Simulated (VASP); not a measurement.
Calculation: PW91 GGA, VASP's PBE PAW potentials (set 64) (plane waves; VASP).

Input for VASP

KPOINTS:
```
Regular mesh
0
Gamma
 8 8 8
0 0 0
```

File POSCAR:
```
MgSe
1.0
  0.0000000000   2.7523214122   2.7523214122
  2.7523214122   0.0000000000   2.7523214122
  2.7523214122   2.7523214122   0.0000000000
Mg Se
1 1
direct
  0.0000000000   0.0000000000   0.0000000000
  0.5000000000   0.5000000000   0.5000000000
```

INCAR:
```
# general
SYSTEM   =  MgSe
PREC     =  Accurate
ENCUT    =  520   # plane-wave cut-off (eV)
LREAL    =  .FALSE.   # projection in real space or not
LASPH    =  .TRUE.   # aspherical one-centre terms

# electronic loop
EDIFF    =  1E-6   # SCF stop (eV)
NELM     =  100
ALGO     =  Normal
LMAXMIX  =  4   # l cut-off of mixed one-centre charges

# smearing
ISMEAR   =  0
SIGMA    =  0.05

# functional
GGA      =  91   # PW91

# ions
IBRION   =  2
NSW      =  60   # most ionic steps
ISIF     =  3
EDIFFG   =  -0.01

# output
LWAVE    =  .FALSE.
LCHARG   =  .FALSE.
```

POTCAR, in this order: Mg Se (PBE.64 set). Program: vasp_std.

### Question
What does the run give for the energy per atom (σ→0), band gap (on the k-mesh)?

### Answer

```json
{
  "energy per atom (σ→0)": "-3.777 eV/atom",
  "band gap (on the k-mesh)": "1.78 eV"
}
```

**OSZICAR**
```
...
DAV:   6    -0.759720115271E+01    0.27562E+00   -0.60369E-01   504   0.360E+00    0.189E+00
DAV:   7    -0.755418280689E+01    0.43018E-01   -0.23587E-01   576   0.239E+00    0.949E-01
DAV:   8    -0.755354907146E+01    0.63374E-03   -0.88619E-03   512   0.694E-01    0.222E-01
DAV:   9    -0.755351169253E+01    0.37379E-04   -0.12065E-04   648   0.834E-02    0.139E-01
DAV:  10    -0.755352169070E+01   -0.99982E-05   -0.18692E-04   544   0.712E-02    0.265E-02
DAV:  11    -0.755351601508E+01    0.56756E-05   -0.23409E-05   528   0.243E-02    0.989E-03
DAV:  12    -0.755351607935E+01   -0.64272E-07   -0.15095E-06   328   0.767E-03
   1 F= -.75535161E+01 E0= -.75535161E+01  d E =-.755352E+01
```

The compound is MgSe in the rock salt structure. It was relaxed first. The start is the result of an earlier pass.
